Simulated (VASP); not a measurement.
VASP input:

File KPOINTS:
```
K-points
0
G
 10 10 10
```

### INCAR
```
ALGO = Normal
EDIFF = 1E-6
EDIFFG = -0.01
ENCUT = 400
GGA = PS
IBRION = 2
ISIF = 3
ISMEAR = 1
LASPH = .TRUE.
LCHARG = .FALSE.
LMAXMIX = 6
LREAL = .FALSE.
LWAVE = .FALSE.
NELM = 100
NSW = 60
PREC = Accurate
SIGMA = 0.1
SYSTEM = LaP
```

POSCAR:
```
LaP
1
   -0.0000000000     2.9883325273     2.9883325273
    2.9883325273     0.0000000000     2.9883325273
    2.9883325273     2.9883325273     0.0000000000
P La
1 1
Direct
  0.5000000000   0.5000000000   0.5000000000
  0.0000000000   0.0000000000   0.0000000000
```

POTCAR, in this order: P La (PBE.64 set). Program: vasp_std.

### Question
Translate this PBEsol calculation to Ansatz.

### Answer
One equivalent input (not run):
Ansatz 0.2 input:
```yaml
crystal:
  lattice:
    - [0.0000000, 2.9883325, 2.9883325]
    - [2.9883325, 0.0000000, 2.9883325]
    - [2.9883325, 2.9883325, 0.0000000]
  atoms:
    - { symbol: P, position: [0.5000000, 0.5000000, 0.5000000] }
    - { symbol: La, position: [0.0000000, 0.0000000, 0.0000000] }
kpoints:
  mp_grid: { grid: [10, 10, 10] }
hamiltonian:
  xc: pbesol
  pseudopotentials: { kind: paw }
scf:
  occupations: { method: methfessel_paxton, width: 0.1 }
  max_iter: 100
relax:
  max_steps: 60
  f_tol: 0.01
  cell: {}
output: { forces: true, stress: true, eigenvalues: true }
```
Limits of the translation: each code has its own PAW files, so the cut-off isn't converted (ENCUT is set for VASP's; basis.ecutwfc is left out, and Ansatz then takes the one that its files recommend); Ansatz stops its SCF on the density residual and VASP on the energy change (EDIFF).

The structure comes from a measured LaP entry (Fm-3m) of the Crystallography Open Database, whose conditions weren't checked. It was relaxed first. The start is the result of an earlier pass.
